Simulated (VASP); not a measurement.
An input for Quantum ESPRESSO's pw.x (written as the equivalent of a VASP run, and not itself run):

```
&CONTROL
  calculation = 'scf'
  pseudo_dir = './pseudo'
  outdir = './out'
  tprnfor = .true.
  tstress = .true.
/
&SYSTEM
  ibrav = 0
  nat = 6
  ntyp = 3
  ecutwfc = 96
  occupations = 'tetrahedra'
  input_dft = 'vdw-df-obk8'
  nspin = 2
  starting_magnetization(1) = 0.45
  starting_magnetization(2) = -0.45
/
&ELECTRONS
  conv_thr = 7.3e-09
  electron_maxstep = 100
/
ATOMIC_SPECIES
  Mn1 54.938 Mn.upf
  Mn2 54.938 Mn.upf
  F 18.998 F.upf
CELL_PARAMETERS angstrom
     4.8692074    0.0000000    0.0000000
    -0.0000000    4.8692074    0.0000000
     0.0000000    0.0000000    3.3104188
ATOMIC_POSITIONS crystal
  Mn1  0.0000000  0.0000000  0.0000000
  Mn2  0.5000000  0.5000000  0.5000000
  F    0.3030959  0.3030959  0.0000000
  F    0.8030959  0.1969041  0.5000000
  F    0.1969041  0.8030959  0.5000000
  F    0.6969041  0.6969041  0.0000000
K_POINTS automatic
  5 5 8 0 0 0
```

Q: Translate this input to VASP (INCAR, KPOINTS, POSCAR, choice of POTCAR).

A: One answer among several that fit: 
**POSCAR**
```
MnF2
1
    4.8692074262     0.0000000000     0.0000000000
   -0.0000000000     4.8692074262     0.0000000000
    0.0000000000     0.0000000000     3.3104187843
Mn F
2 4
Direct
  0.0000000000   0.0000000000   0.0000000000
  0.5000000000   0.5000000000   0.5000000000
  0.3030958678   0.3030958678   0.0000000000
  0.8030958678   0.1969041322   0.5000000000
  0.1969041322   0.8030958678   0.5000000000
  0.6969041322   0.6969041322   0.0000000000
```

### INCAR
```
SYSTEM  =  MnF2
PREC  =  Accurate; ENCUT  =  520; LREAL  =  .FALSE.
LASPH  =  .TRUE.
EDIFF  =  1E-7; NELM  =  100; ALGO  =  Normal
LMAXMIX  =  4
ISMEAR  =  -5
GGA  =  BO; LUSE_VDW  =  .TRUE.; AGGAC  =  0.0
PARAM1  =  0.1833333333; PARAM2  =  0.22
MAGMOM  =  4.5 -4.5 -0.0 0.0 0.0 -0.0
ISPIN  =  2
ISIF  =  2
LWAVE  =  .FALSE.; LCHARG  =  .TRUE.; LORBIT  =  11
NEDOS  =  601
LEFG  =  .TRUE.
```

KPOINTS:
```
Automatic mesh
0
Gamma
5 5 8
0 0 0
```

POTCAR, in this order: Mn_pv F (PBE.64 set). Program: vasp_std.

Limits of the translation: the potentials are each code's own (VASP's PAW set, PseudoDojo norm-conserving files in pw.x), so ENCUT and ecutwfc are chosen apart and not converted; conv_thr bounds pw.x's estimated SCF error, while EDIFF bounds the energy change between steps; starting_magnetization is a fraction of the valence charge and MAGMOM a moment in μB, so they match only roughly; the field gradients of LEFG aren't asked of the other code.

The compound is MnF2 in the rutile structure. It was relaxed first.
